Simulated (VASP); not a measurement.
Input of a VASP 6.6.1 run:

INCAR

```
SYSTEM = Ti2Te2S
  ALGO = Fast
  EDIFF = 1E-4
  EDIFFG = -0.08
  ENCUT = 520
  GGA = PE
  IBRION = 2
  ISIF = 3
  ISMEAR = 0
  LASPH = .TRUE.
  LCHARG = .FALSE.
  LREAL = .FALSE.
  LWAVE = .FALSE.
  NELM = 60
  NSW = 24
  PREC = Normal
  SIGMA = 0.15
```

The input KPOINTS:

```
k-points
0
G
  4 4 4
  0 0 0
```

Contents of POSCAR:

```
Ti2Te2S
1.0
    1.8500000000      1.0680980000      9.7333333300
   -1.8500000000      1.0680980000      9.7333333300
    0.0000000000     -2.1361960000      9.7333333300
Ti Te S
2 2 1
Direct
    0.3780000000      0.3780000000      0.3780000000
    0.6220000000      0.6220000000      0.6220000000
    0.7710000000      0.7710000000      0.7710000000
    0.2290000000      0.2290000000      0.2290000000
    0.0000000000      0.0000000000      0.0000000000
```

Potentials or basis: VASP PAW PBE potentials, release 64 (Ti_sv, Te, S).

The run is started by

```bash
$ cat potpaw_PBE.64/Ti_sv/POTCAR potpaw_PBE.64/Te/POTCAR potpaw_PBE.64/S/POTCAR > POTCAR
$ mpirun -np 1 vasp_std > vasp.out
```

Problem. Predict the band gap on the k mesh.

Solution. 0.09 eV, direct.

Problem. What does it give for the space group after relaxing (to 0.05 Å)?

Solution. R-3m (No. 166).

Problem. What does it give for the relaxed volume?

Solution. 22.55 Å³/atom.

Final structure:
```
CELL_PARAMETERS angstrom
1.81570 1.04830 9.87064
-1.81570 1.04830 9.87064
0.00000 -2.09659 9.87064
ATOMIC_POSITIONS crystal
Ti 0.37585 0.37585 0.37585
Ti 0.62415 0.62415 0.62415
Te 0.77230 0.77230 0.77230
Te 0.22770 0.22770 0.22770
S 0.00000 0.00000 0.00000
```

Caveat: the k mesh is coarse (spacing up to 0.49 Å⁻¹), so the values aren't converged; spin-orbit coupling is left out, which moves the levels of the heavy elements. As with any semilocal functional, this PBE gap is likely too small.
